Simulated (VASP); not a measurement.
Energy against volume of PbSe (rock salt). Method: vdW-DF2, VASP's PBE PAW potentials (set 64) (plane waves; VASP 6.6.1). Numerical set-up: 520 eV cut-off, 7×7×7 Γ-centred mesh, Gaussian smearing of 0.050 eV, potentials Pb_d Se.

```tsv
V (Å³/atom)	E (eV/atom)
31.886	-1.53641
32.872	-1.54070
33.858	-1.53749
34.844	-1.52789
```

Task: Fit these four points and predict the energy of the run at 30.900 Å³/atom.

Result: A cubic in V^(−2/3), the third-order Birch-Murnaghan form, passes through the four points with V0 = 32.92 Å³/atom and B0 = 40 GPa, and gives -1.5233 eV/atom there. The run gave -1.5233 eV/atom, +0.0 meV/atom from the fit; all five points give B0 = 40 GPa.

The compound is PbSe in the rock salt structure. It was relaxed first, which changed the volume by +15 %.
